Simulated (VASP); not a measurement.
Here is the system:

```xyz
3
Lattice="0.0000 3.0015 3.0015 3.0015 0.0000 3.0015 3.0015 3.0015 0.0000" Properties=species:S:1:pos:R:3 pbc="T T T"
Li     1.5007     1.5007     1.5007
Li     4.5022     4.5022     4.5022
Se     3.0015     0.0000     3.0015
```

Calculation: PBE GGA, VASP's PBE PAW potentials (set 64) (plane waves; VASP). Settings: 600 eV cut-off, 8×8×8 Γ-centred mesh, Gaussian smearing of 0.050 eV, potentials Li_sv Se.

Energy and stress use the plane-wave basis of the starting cell.

### Question
The ions, cell shape and volume at an external pressure of 10.0 GPa are relaxed. Which structure does the run end with?

### Answer

```xyz
3
Lattice="0.0000 2.8073 2.8073 2.8073 0.0000 2.8073 2.8073 2.8073 0.0000" Properties=species:S:1:pos:R:3 pbc="T T T"
Li     1.4036     1.4036     1.4036
Li     4.2109     4.2109     4.2109
Se     0.0000     0.0000     0.0000
```
Space group Fm-3m (225), at a tolerance of 0.03 Å.

### Question
How do energy and volume change from the first to the last step?

### Answer
The energy (σ→0) changes by +86.5 meV/atom and the volume by -18.2 %, in 5 ionic steps.

| step | E(σ→0) (eV) | max force (eV/Å) | pressure (GPa) | volume (Å³) |
|---|---|---|---|---|
| 1 | -11.1324 | 0.000 | 0.00 | 54.08 |
| 2 | -10.9556 | 0.000 | 7.81 | 45.74 |
| 3 | -10.8798 | 0.000 | 9.83 | 44.36 |
| 4 | -10.8685 | 0.000 | 10.11 | 44.18 |
| 5 | -10.8729 | 0.000 | 10.00 | 44.25 |

The compound is Li2Se in the antifluorite structure. This run relaxes it under an external pressure of 10 GPa. Symmetry was kept, so distortions that lower it aren't found.
